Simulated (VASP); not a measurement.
Computed with PBE GGA, VASP's PBE PAW potentials (set 64) (plane waves; VASP).

A VASP calculation is set up with these files.

### INCAR
```
# general
SYSTEM =Ta
PREC   =Accurate
ENCUT  =500   # plane-wave cut-off (eV)
LREAL  =F   # projection in real space or not
LASPH  =T

# electronic loop
EDIFF  =1E-6   # SCF stop (eV)
NELM   =100
ALGO   =Normal   # blocked Davidson
LMAXMIX=6

# smearing
ISMEAR =1   # Methfessel-Paxton
SIGMA  =0.1   # width (eV)

# functional
GGA    =PE   # PBE

# ions
IBRION =2   # conjugate gradients
NSW    =40
ISIF   =3   # ions, shape and volume
EDIFFG =-0.02   # ionic stop

# output
LWAVE  =F
LCHARG =F
```

**KPOINTS**
```
Automatic mesh
0
Gamma
15 15 15
0 0 0
```

File POSCAR:
```
Ta
1
   -1.6597305179     1.6597305179     1.6597305179
    1.6597305179    -1.6597305179     1.6597305179
    1.6597305179     1.6597305179    -1.6597305179
Ta
1
Direct
  0.0000000000   0.0000000000   0.0000000000
```

POTCAR, in this order: Ta_pv (PBE.64 set). Program: vasp_std.

Output of the run:

### OSZICAR
```
       N       E                     dE             d eps       ncg     rms          rms(c)
DAV:   1     0.462298446203E+02    0.46230E+02   -0.64352E+03  2160   0.113E+03
DAV:   2    -0.115466313234E+02   -0.57776E+02   -0.56971E+02  2715   0.243E+02
DAV:   3    -0.122797748552E+02   -0.73314E+00   -0.70661E+00  2570   0.271E+01
DAV:   4    -0.122845343921E+02   -0.47595E-02   -0.47555E-02  2464   0.179E+00
DAV:   5    -0.122845621631E+02   -0.27771E-04   -0.27769E-04  2390   0.119E-01    0.132E+01
DAV:   6    -0.119200655273E+02    0.36450E+00   -0.41500E-01  2247   0.783E+00    0.637E+00
DAV:   7    -0.118123494253E+02    0.10772E+00   -0.33666E-01  2262   0.667E+00    0.393E-01
DAV:   8    -0.118111498227E+02    0.11996E-02   -0.43515E-03  2321   0.861E-01    0.135E-01
DAV:   9    -0.118111105515E+02    0.39271E-04   -0.19487E-04  2278   0.175E-01    0.320E-02
DAV:  10    -0.118111049014E+02    0.56500E-05   -0.44240E-06  2401   0.304E-02    0.492E-03
DAV:  11    -0.118111049825E+02   -0.81046E-07   -0.17668E-07  1154   0.607E-03
   1 F= -.11811105E+02 E0= -.11810943E+02  d E =-.118111E+02
       N       E                     dE             d eps       ncg     rms          rms(c)
DAV:   1    -0.118121330748E+02   -0.10282E-02   -0.36644E-02  2194   0.278E+00    0.297E-01
DAV:   2    -0.118112240788E+02    0.90900E-03   -0.12638E-03  2202   0.449E-01    0.100E-01
DAV:   3    -0.118110303405E+02    0.19374E-03   -0.64752E-04  2240   0.308E-01    0.384E-02
DAV:   4    -0.118110366950E+02   -0.63545E-05   -0.86023E-06  2479   0.335E-02    0.409E-03
DAV:   5    -0.118110367203E+02   -0.25309E-07   -0.73475E-07  1200   0.105E-02
   2 F= -.11811037E+02 E0= -.11810898E+02  d E =0.682622E-04
       N       E                     dE             d eps       ncg     rms          rms(c)
DAV:   1    -0.118116464697E+02   -0.60977E-03   -0.17323E-02  2194   0.192E+00    0.203E-01
DAV:   2    -0.118112175773E+02    0.42889E-03   -0.59975E-04  2201   0.308E-01    0.687E-02
DAV:   3    -0.118111251186E+02    0.92459E-04   -0.30539E-04  2238   0.211E-01    0.262E-02
DAV:   4    -0.118111252793E+02   -0.16071E-06   -0.40584E-06  2433   0.230E-02
   3 F= -.11811125E+02 E0= -.11810970E+02  d E =-.202968E-04
```

### OUTCAR
```
------------------------ aborting loop because EDIFF is reached ----------------------------------------
  FORCE on cell =-STRESS in cart. coord.  units (eV):
  Direction    XX          YY          ZZ          XY          YZ          ZX
  --------------------------------------------------------------------------------------
  Total        0.0050836      0.0050836      0.0050836     -0.0000000      0.0000000     -0.0000000
  in kB        0.4459388      0.4459388      0.4459388     -0.0000000      0.0000000     -0.0000000
  external PRESSURE =       0.4459388 kB  Pullay stress =       0.0000000 kB
  volume of cell :       18.26
      direct lattice vectors                 reciprocal lattice vectors
    -1.659005327  1.659005327  1.659005327     0.000000000  0.301385410  0.301385410
     1.659005327 -1.659005327  1.659005327     0.301385410  0.000000000  0.301385410
     1.659005327  1.659005327 -1.659005327     0.301385410  0.301385410  0.000000000
 POSITION                                       TOTAL-FORCE (eV/Angst)
 -----------------------------------------------------------------------------------
      0.00000      0.00000      0.00000        -0.000000      0.000000     -0.000000
 -----------------------------------------------------------------------------------
    total drift:                               -0.000000      0.000000      0.000000
  FREE ENERGIE OF THE ION-ELECTRON SYSTEM (eV)
  ---------------------------------------------------
  free  energy   TOTEN  =       -11.8111252793 eV

  energy  without entropy=      -11.8106599158  energy(sigma->0) =      -11.81097016

 reached required accuracy - stopping structural energy minimisation
```
(Selected blocks of OUTCAR.)

### CONTCAR
```
Ta
   1.00000000000000
    -1.6590053273512566    1.6590053273512566    1.6590053273512566
     1.6590053273512566   -1.6590053273512566    1.6590053273512566
     1.6590053273512566    1.6590053273512566   -1.6590053273512566
  Ta
     1
Direct
     0.0000000000000000    0.0000000000000000    0.0000000000000000
```

File OUTCAR:
```
 val. band max:        5.3619062867   @ k =  -0.2000   0.2000   0.0667

 cond. band min:       5.3838151472   @ k =   0.3333   0.1333   0.0000


 Fermi energy:         5.3689041992

 k-point     1 :       0.0000    0.0000    0.0000
  band No.  band energies     occupation
      1     -27.7510      2.00000
      2     -27.7510      2.00000
      3     -27.7510      2.00000
      4      -2.4888      2.00000
      5       6.1096     -0.00000
      6       6.1096     -0.00000
      7       6.1096     -0.00000
      8       9.3333      0.00000
      9       9.3333      0.00000

 k-point     2 :       0.0667    0.0000    0.0000
  band No.  band energies     occupation
      1     -27.8036      2.00000
      2     -27.7672      2.00000
      3     -27.7513      2.00000
      4      -2.2935      2.00000
      5       5.9829     -0.00000
      6       6.0719     -0.00000
      7       6.3007     -0.00000
      8       9.1312      0.00000
      9       9.3339      0.00000

 k-point     3 :       0.1333    0.0000    0.0000
  band No.  band energies     occupation
      1     -27.9500      2.00000
      2     -27.8129      2.00000
      3     -27.7520      2.00000
      4      -1.7365      2.00000
      5       5.6461     -0.00063
      6       5.9009     -0.00000
      7       6.8655     -0.00000
      8       8.7730      0.00000
      9       9.3507      0.00000

 k-point     4 :       0.2000    0.0000    0.0000
  band No.  band energies     occupation
      1     -28.1599      2.00000
      2     -27.8794      2.00000
      3     -27.7532      2.00000
      4      -0.9110      2.00000
      5       5.1968      2.03525
      6       5.5512     -0.02714
      7       7.7780      0.00000
      8       8.6483      0.00000
      9       9.4168      0.00000

 k-point     5 :       0.2667    0.0000    0.0000
  band No.  band energies     occupation
      1     -28.3930      2.00000
      2     -27.9548      2.00000
      3     -27.7545      2.00000
...
```

Unless said otherwise, spin-orbit coupling is left out, though it shifts the bands of the heavy elements here.

The compound is Ta in the bcc structure. This run relaxes it. Symmetry was kept, so distortions that lower it aren't found.
